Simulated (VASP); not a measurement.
A run of VASP 6.6.1:

File INCAR:

```
SYSTEM = Ir3Pt5
PREC = Accurate ; ENCUT = 520
EDIFF = 1E-7 ; ISMEAR = 1
SIGMA = 0.15 ; LREAL = .False.
LASPH = .True. ; NELM = 100
ALGO = Normal ; ISIF = 2
LWAVE = .False. ; LCHARG = .False.
GGA = PE ; NBANDS = 48
```

Contents of KPOINTS:

```
Automatic mesh
0
Gamma
  3 3 4
  0 0 0
```

File POSCAR:

```
Ir3Pt5
1.0
    3.8386770000      3.3818150000      0.0350080000
    4.0850240000     -3.6477310000     -0.0743910000
    0.0193610000     -0.0580520000     -3.9877460000
Ir Pt
3 5
Direct
    0.2538409326      0.2554736292      0.4914386535
    0.7515364270      0.7555940320      0.5018154094
    0.0088708697     -0.0001793527      0.9967592955
    0.5021197923      0.9994120665      1.0066124940
    0.0024605125      0.4966591557     -0.0016364717
    0.4943688038      0.5016105642      0.9844868634
    0.2241260983      0.7641962842      0.5126873378
    0.7690758201      0.2184756680      0.4933624616
```

Potentials or basis: VASP PAW PBE potentials, release 64 (Ir, Pt).

The run is started by

```sh
$ cat potpaw_PBE.64/Ir/POTCAR potpaw_PBE.64/Pt/POTCAR > POTCAR
$ mpirun -np 1 vasp_std > vasp.out
```

Hardware: 1 thread of Intel(R) Xeon(R) 6975P-C (Granite Rapids), on a shared host.

Problem. Estimate the wall time of this run.

Solution. It took 56 s on 1 thread of Intel(R) Xeon(R) 6975P-C (Granite Rapids) (shared host), peak memory 0.25 GiB. Counts: scf iterations 19, k points 19.
